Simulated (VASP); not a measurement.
## BeTe (relaxed from the WC structure, space group P-6m2): computed properties

All values below come from r2SCAN meta-GGA, VASP's PBE PAW potentials (set 64) (plane waves; VASP 6.6.1).

```yaml
space_group: P-6m2 (187)
cell: a = b = 3.7207 Å, c = 3.3927 Å, α = β = 90.00°, γ = 120.00°
volume_per_atom: 20.34 Å^3/atom
band gap (over mesh and band path): none (metal, semimetal or under 0.01 eV)
density: 5.58 g/cm³
```

BeTe is taken in the hexagonal space group P-6m2 (No. 187), Pearson symbol hP2. Cell: a = b = 3.7207 Å, c = 3.3927 Å, α = β = 90.00°, γ = 120.00°. Be on 1a has 6 Te at 2.737 Å (trigonal prismatic). Te on 1f sees 6 Be at 2.737 Å and 2 Te at 3.393 Å and 6 Te at 3.721 Å. (Neighbours: up to the widest gap in distance over summed covalent radii, below 1.35, at either atom; cation-cation and far metal-metal contacts left out.)

Unless said otherwise, spin-orbit coupling is left out, though it shifts the bands of the heavy elements here.

The structure was generated: BeTe was put into the WC type (P-6m2), which need not be its known phase. It was relaxed first, which changed the volume by +21 %. Symmetry was kept, so distortions that lower it aren't found.
